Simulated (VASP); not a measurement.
Here is the system:

```
CELL_PARAMETERS angstrom
      1.66827    -5.34705     0.00000
      1.66827     5.34705     0.00000
      0.00000     0.00000     4.46669
ATOMIC_POSITIONS crystal
  P  0.10091 0.89909 0.91797
  P  0.39909 0.60091 0.41797
  P  0.60091 0.39909 0.58203
  P  0.89909 0.10091 0.08203
```

These are optB88-vdW, VASP's PBE PAW potentials (set 64) (plane waves; VASP) values and carry that method's errors. Run with 520 eV cut-off, Gaussian smearing of 0.050 eV, potentials P.

Task: Give the energies of bands 4 to 13 at the high-symmetry points, in eV from the Fermi level.

Result: 
```
band      Γ      Y     C0      Z      A0      T       S       R
----  -----  -----  -----  -----  ------  -----  ------  ------
4     -6.72  -5.78  -9.24  -8.76  -10.22  -9.43  -10.04  -10.31
5     -4.98  -5.66  -5.45  -4.61   -6.14  -3.16   -5.24   -5.50
6     -4.77  -5.48  -5.02  -4.61   -6.14  -3.16   -5.24   -5.50
7     -3.93  -4.08  -3.59  -3.12   -4.65  -2.65   -3.31   -5.41
8     -2.85  -2.29  -3.39  -3.12   -4.65  -2.65   -3.31   -5.41
9     -2.54  -1.66  -2.68  -1.40   -1.90  -1.75   -2.66   -1.96
10    -1.38  -0.06  -2.33  -1.40   -1.90  -1.75   -2.66   -1.96
11     0.68   0.08   0.72   1.38    1.81   1.40    0.74    1.67
12     1.25   0.91   0.83   1.38    1.81   1.40    0.74    1.67
13     1.93   2.19   1.02   2.59    3.52   2.37    1.24    3.66
```

It has no gap at this level: it comes out as a metal or semimetal.

Measured: gap 0.35 eV (computed value off by -0.35 eV), as given by Das et al., (2018), arXiv:1807.05623.

The compound is P in the black structure. It was relaxed first.
